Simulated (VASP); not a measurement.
VASP runs on Be$_{3}$As$_{2}$ (space group P-3m1) share one base input (PBE GGA, plane waves, VASP's PBE PAW potentials (set 64)) and change the settings named in each case.

INCAR:
```
SYSTEM = Be3As2
PREC = Accurate
ENCUT = 300
EDIFF = 1E-6
NELM = 100
ALGO = Normal
LREAL = .FALSE.
LASPH = .TRUE.
ISMEAR = -1
SIGMA = 0.1
GGA = PE
LMAXMIX = 4
LWAVE = .FALSE.
LCHARG = .FALSE.
ISIF = 2
```

### KPOINTS
```
Regular mesh
0
G
8 8 5
```

**POSCAR**
```
Be3As2
1
    3.6783430000     0.0000000000     0.0000000000
   -1.8391720000     3.1855390000     0.0000000000
    0.0000000000     0.0000000000     5.7314160000
As Be
2 3
Direct
  0.3333330000   0.6666670000   0.2467000000
  0.6666670000   0.3333330000   0.7533000000
  0.0000000000   0.0000000000   0.0000000000
  0.3333330000   0.6666670000   0.6470000000
  0.6666670000   0.3333330000   0.3530000000
```

POTCAR, in this order: As Be (PBE.64 set). Program: vasp_std.

```csv
change,E(σ→0) (eV/atom),pressure (GPa),largest force (eV/Å),−TS (eV)
base run,-4.0116,4.76,0.667,-0.0071
"GGA removed, POTCAR As Be (LDA.64 set)",-4.6003,(withheld),(withheld),(withheld)
"GGA_COMPAT = .FALSE., LNONCOLLINEAR = .TRUE., LSORBIT = .TRUE., MAGMOM = 0.0 0.0 0.0 0.0 0.0 0.0 0.0 0.0 0.0 0.0 0.0 0.0 0.0 0.0 0.0, program vasp_ncl",-4.0160,4.76,(withheld),(withheld)
KPOINTS 2×2×1 Γ-centred mesh,-3.6830,6.90,0.903,-0.1085
```

Some entries are withheld; supply them.

- GGA_COMPAT = .FALSE., LNONCOLLINEAR = .TRUE., LSORBIT = .TRUE., MAGMOM = 0.0 0.0 0.0 0.0 0.0 0.0 0.0 0.0 0.0 0.0 0.0 0.0 0.0 0.0 0.0, program vasp_ncl, largest force (eV/Å): 0.666
- GGA_COMPAT = .FALSE., LNONCOLLINEAR = .TRUE., LSORBIT = .TRUE., MAGMOM = 0.0 0.0 0.0 0.0 0.0 0.0 0.0 0.0 0.0 0.0 0.0 0.0 0.0 0.0 0.0, program vasp_ncl, −TS (eV): -0.0072
- GGA removed, POTCAR As Be (LDA.64 set), pressure (GPa): -0.07
- GGA removed, POTCAR As Be (LDA.64 set), largest force (eV/Å): 0.558
- GGA removed, POTCAR As Be (LDA.64 set), −TS (eV): -0.0069

Energies of different potentials or functionals have different zeros.  At 300 eV the pressure can carry a Pulay error.

Left out are runs that ran out of time, are held back, or changed the cell or the kind of run, fixed moments of cells without a moment, rows past the twelfth, gaps on odd meshes, pressures of charged cells and columns that move by less than the noise.

The structure was generated: Be3As2 was put into an ordered model structure, which need not be its known phase. The cell was not relaxed at this level, forces remain on its atoms, its lattice was scaled by up to 2.5 %.
